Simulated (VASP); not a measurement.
A run of VASP 6.6.1:

File POSCAR:

```
Hf2Pd2Se2Br2O3                          
1.0
    5.6839693735      0.0078053970     -0.0011947824
   -0.5175243087      5.7147961977      0.0125219614
   -1.4631632560     -0.9300034725      6.5056268672
  Hf              Pd              Se              Br              O             
     2     2     2     2     3
Direct
     0.7453819429356008    0.3974519259472833    0.3483260622762088
     0.2876976303452521    0.4516378784440456    0.5953762642685306
     0.9089348678544463    0.1265532950342032    0.8463912538932945
     0.2508493751585265    0.9054056855872369    0.3594937494640195
     0.6364537304764201    0.4037768080221552    0.9345972607489070
     0.6273979996942980    0.7878755745783305    0.5337425110551900
     0.8493801655912997    0.9852289084369696    0.1533522438295654
     0.2301990590290058    0.8243860349800159    0.8679089933652062
     0.9589285201145239    0.2883569744291061    0.5910068822230229
     0.4306522526820714    0.2445821821498290    0.4033316750526014
     0.0741344561185581    0.5847447323908322    0.3664931038234471
```

Contents of INCAR.step1:

```
SYSTEM = Hf2Pd2Se2Br2O3
ALGO = Normal ; EDIFF = 1E-6
ENCUT = 520 ; GGA = PS
ISIF = 2 ; ISMEAR = -1
KPAR = 4 ; LASPH = .True.
LCHARG = .True. ; LMAXMIX = 4
LREAL = .False. ; LWAVE = .False.
NELM = 80 ; PREC = Accurate
SIGMA = 0.05
```

KPOINTS.step1

```
k-points
0
Gamma
  5 5 4
  0 0 0
```

The input INCAR.step2:

```
SYSTEM = Hf2Pd2Se2Br2O3
ALGO = Normal ; EDIFF = 1E-6
ENCUT = 520 ; GGA = PS
ICHARG = 11 ; ISIF = 2
ISMEAR = 0 ; KPAR = 4
LASPH = .True. ; LCHARG = .False.
LMAXMIX = 4 ; LREAL = .False.
LWAVE = .False. ; NELM = 80
PREC = Accurate ; SIGMA = 0.05
```

File KPOINTS.step2:

```
path XGY,LGZ,NGM,RG
20
line-mode
reciprocal
 0.5000000000  0.0000000000  0.0000000000  X
 0.0000000000  0.0000000000  0.0000000000  G

 0.0000000000  0.0000000000  0.0000000000  G
 0.0000000000 -0.5000000000  0.0000000000  Y

 0.5000000000 -0.5000000000  0.0000000000  L
 0.0000000000  0.0000000000  0.0000000000  G

 0.0000000000  0.0000000000  0.0000000000  G
 0.0000000000  0.5000000000 -0.5000000000  Z

 0.5000000000  0.5000000000 -0.5000000000  N
 0.0000000000  0.0000000000  0.0000000000  G

 0.0000000000  0.0000000000  0.0000000000  G
 0.0000000000  0.0000000000 -0.5000000000  M

 0.5000000000  0.0000000000 -0.5000000000  R
 0.0000000000  0.0000000000  0.0000000000  G
```

Potentials or basis: VASP PAW PBE potentials, release 64 (Hf_pv, Pd, Se, Br, O).

Run with:

```console
$ cat potpaw_PBE.64/Hf_pv/POTCAR potpaw_PBE.64/Pd/POTCAR potpaw_PBE.64/Se/POTCAR potpaw_PBE.64/Br/POTCAR potpaw_PBE.64/O/POTCAR > POTCAR
$ cp INCAR.step1 INCAR
$ cp KPOINTS.step1 KPOINTS
$ mpirun -np 4 vasp_std > vasp.out
$ cp INCAR.step2 INCAR
$ cp KPOINTS.step2 KPOINTS
$ mpirun -np 4 vasp_std > vasp.out
```

Hardware: 4 MPI ranks on Intel(R) Xeon(R) 6975P-C (Granite Rapids), with other jobs on the host.

Problem. Estimate the wall time of this run.

Solution. Wall time 6.3 min on 4 MPI ranks on Intel(R) Xeon(R) 6975P-C (Granite Rapids), on a shared host, peak memory 1.3 GiB a rank. Counts: scf iterations 9, k points 140.
